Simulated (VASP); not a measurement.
Calculation: AM05 GGA, VASP's PBE PAW potentials (set 64) (plane waves; VASP).

VASP input:

### KPOINTS
```
Automatic mesh
0
Gamma
8 8 8
0 0 0
```

INCAR:
```
ALGO  =  Normal
EDIFF  =  1E-6
ENCUT  =  400
GGA  =  AM
ISIF  =  2
ISMEAR  =  1
LASPH  =  T
LCHARG  =  F
LMAXMIX  =  6
LREAL  =  F
LWAVE  =  F
NELM  =  100
PREC  =  Accurate
SIGMA  =  0.1
SYSTEM  =  PtAl2
```

POSCAR:
```
PtAl2
1.0
  0.0000000000   3.0347510000   2.9283470000
  3.0015010000   0.0000000000   2.9283470000
  3.0015010000   3.0347510000   0.0000000000
Al Pt
2 1
Cartesian
  1.5007505000   1.5173755000   1.4641735000
  4.5022515000   4.5521265000   4.3925205000
  0.0904652401  -0.0000000000  -0.0000000000
```

POTCAR, in this order: Al Pt (PBE.64 set). Program: vasp_std.

Output of the run:

File OUTCAR:
```
 ion  position               nearest neighbor table
   1  0.250  0.250  0.250-   3 2.54   3 2.54   3 2.64   3 2.64   2 2.93   2 2.93   2 3.00   2 3.00
                             2 3.03   2 3.03
   2  0.750  0.750  0.750-   3 2.54   3 2.54   3 2.64   3 2.64   1 2.93   1 2.93   1 3.00   1 3.00
                             1 3.03   1 3.03
   3  0.985  0.015  0.015-   2 2.54   1 2.54   2 2.54   1 2.54   1 2.64   1 2.64   2 2.64   2 2.64
  LATTYP: Found a face centered orthorhombic cell.
 ALAT       =     5.8566940000
 B/A-ratio  =     1.0249813291
 C/A-ratio  =     1.0363358577
 Subroutine PRICEL returns:
 Original cell was already a primitive cell.
 Subroutine GETGRP returns: Found  4 space group operations
The static configuration has the point symmetry C_2v.
The dynamic configuration has the point symmetry C_2v.
 Subroutine INISYM returns: Found  4 space group operations
 Subroutine IBZKPT returns following result:
 Found     95 irreducible k-points:

 Following reciprocal coordinates:
            Coordinates               Weight
  0.000000  0.000000  0.000000      1.000000
  0.125000  0.000000  0.000000      8.000000
  0.250000  0.000000  0.000000      8.000000
  0.375000  0.000000  0.000000      8.000000
  0.500000  0.000000  0.000000      4.000000
  0.125000  0.125000  0.000000      2.000000
  0.250000  0.125000  0.000000      8.000000
  0.375000  0.125000  0.000000      8.000000
  0.500000  0.125000  0.000000      8.000000
 -0.375000  0.125000 -0.000000      8.000000
 -0.250000  0.125000 -0.000000      8.000000
 -0.125000  0.125000  0.000000      4.000000
  0.250000  0.250000  0.000000      2.000000
  0.375000  0.250000  0.000000      8.000000
  0.500000  0.250000  0.000000      8.000000
 -0.375000  0.250000 -0.000000      8.000000
 -0.250000  0.250000  0.000000      4.000000
  0.375000  0.375000  0.000000      2.000000
  0.500000  0.375000 -0.000000      8.000000
...
```

OSZICAR:
```
       N       E                     dE             d eps       ncg     rms          rms(c)
DAV:   1     0.388822598545E+02    0.38882E+02   -0.57245E+03  2352   0.900E+02
DAV:   2    -0.161167310486E+02   -0.54999E+02   -0.49563E+02  2756   0.166E+02
DAV:   3    -0.176559441187E+02   -0.15392E+01   -0.15182E+01  2844   0.273E+01
DAV:   4    -0.176692133891E+02   -0.13269E-01   -0.13258E-01  2712   0.300E+00
DAV:   5    -0.176694172977E+02   -0.20391E-03   -0.20389E-03  2880   0.389E-01    0.822E+00
DAV:   6    -0.172019698350E+02    0.46745E+00   -0.24660E+00  2592   0.153E+01    0.224E+00
DAV:   7    -0.171107096749E+02    0.91260E-01   -0.21133E-01  2488   0.465E+00    0.164E+00
DAV:   8    -0.170749115100E+02    0.35798E-01   -0.39862E-02  2544   0.187E+00    0.245E-01
DAV:   9    -0.170748519284E+02    0.59582E-04   -0.20005E-03  2724   0.418E-01    0.150E-01
DAV:  10    -0.170750419354E+02   -0.19001E-03   -0.42880E-04  2468   0.164E-01    0.235E-02
DAV:  11    -0.170750528707E+02   -0.10935E-04   -0.45873E-05  2628   0.642E-02    0.687E-03
DAV:  12    -0.170750572985E+02   -0.44278E-05   -0.74186E-06  2508   0.212E-02    0.410E-03
DAV:  13    -0.170750582995E+02   -0.10010E-05   -0.23054E-06  2544   0.102E-02    0.988E-04
DAV:  14    -0.170750583171E+02   -0.17582E-07   -0.45311E-08  1436   0.201E-03
   1 F= -.17075058E+02 E0= -.17075005E+02  d E =-.160893E-03
```

File OUTCAR:
```
------------------------ aborting loop because EDIFF is reached ----------------------------------------
  FORCE on cell =-STRESS in cart. coord.  units (eV):
  Direction    XX          YY          ZZ          XY          YZ          ZX
  --------------------------------------------------------------------------------------
  Total       -1.8140586     -1.9136240     -1.3184601      0.0000000      0.0000000      0.0000000
  in kB      -54.4813440    -57.4715742    -39.5971101      0.0000000      0.0000000      0.0000000
  external PRESSURE =     -50.5166761 kB  Pullay stress =       0.0000000 kB
  volume of cell :       53.35
      direct lattice vectors                 reciprocal lattice vectors
     0.000000000  3.034751000  2.928347000    -0.166583319  0.164758163  0.170744792
     3.001501000  0.000000000  2.928347000     0.166583319 -0.164758163  0.170744792
     3.001501000  3.034751000  0.000000000     0.166583319  0.164758163 -0.170744792
 POSITION                                       TOTAL-FORCE (eV/Angst)
 -----------------------------------------------------------------------------------
      1.50075      1.51738      1.46417         0.331894      0.000000      0.000000
      4.50225      4.55213      4.39252         0.331894      0.000000      0.000000
      0.09047      3.03475      2.92835        -0.663789      0.000000      0.000000
 -----------------------------------------------------------------------------------
    total drift:                                0.000023     -0.000000     -0.000000
  FREE ENERGIE OF THE ION-ELECTRON SYSTEM (eV)
  ---------------------------------------------------
  free  energy   TOTEN  =       -17.0750583171 eV

  energy  without entropy=      -17.0748974244  energy(sigma->0) =      -17.07500469
```
(Selected blocks of OUTCAR.)

OUTCAR:
```
 val. band max:        7.3878731107   @ k =   0.3750   0.0000   0.2500

 cond. band min:       7.3947336830   @ k =   0.3750   0.2500   0.0000


 Fermi energy:         7.3880897931

 k-point     1 :       0.0000    0.0000    0.0000
  band No.  band energies     occupation
      1      -2.5765      2.00000
      2       2.5135      2.00000
      3       2.5291      2.00000
      4       2.5608      2.00000
      5       3.7836      2.00000
      6       3.9003      2.00000
      7      10.2036      0.00000
      8      11.0543      0.00000
      9      11.1756      0.00000
     10      11.3077      0.00000
     11      12.3485      0.00000
     12      12.7337      0.00000

 k-point     2 :       0.1250    0.0000    0.0000
  band No.  band energies     occupation
      1      -2.3676      2.00000
      2       2.4055      2.00000
      3       2.5910      2.00000
      4       2.6165      2.00000
      5       3.7666      2.00000
      6       3.8741      2.00000
      7       8.9914     -0.00000
      8      10.4605      0.00000
      9      10.6061      0.00000
     10      10.7324      0.00000
     11      12.8084      0.00000
     12      13.1507      0.00000

 k-point     3 :       0.2500    0.0000    0.0000
  band No.  band energies     occupation
      1      -1.7650      2.00000
      2       2.1076      2.00000
      3       2.7389      2.00000
      4       2.7504      2.00000
      5       3.7888      2.00000
      6       3.8595      2.00000
      7       6.5326      2.00000
      8       9.5704      0.00000
      9       9.7179      0.00000
     10      11.0155      0.00000
     11      12.3837      0.00000
     12      12.7076      0.00000

 k-point     4 :       0.3750    0.0000    0.0000
  band No.  band energies     occupation
      1      -0.8872      2.00000
      2       1.7373      2.00000
      3       2.8130      2.00000
      4       2.8489      2.00000
      5       3.9406      2.00000
      6       3.9535      2.00000
...
```

Unless said otherwise, spin-orbit coupling is left out, though it shifts the bands of the heavy elements here.

The compound is PtAl2 in the fluorite structure. The cell was not relaxed at this level, atoms are displaced from their ideal sites. The run is one of a series of settings (GGA = AM against the base run), some of them coarse on purpose.
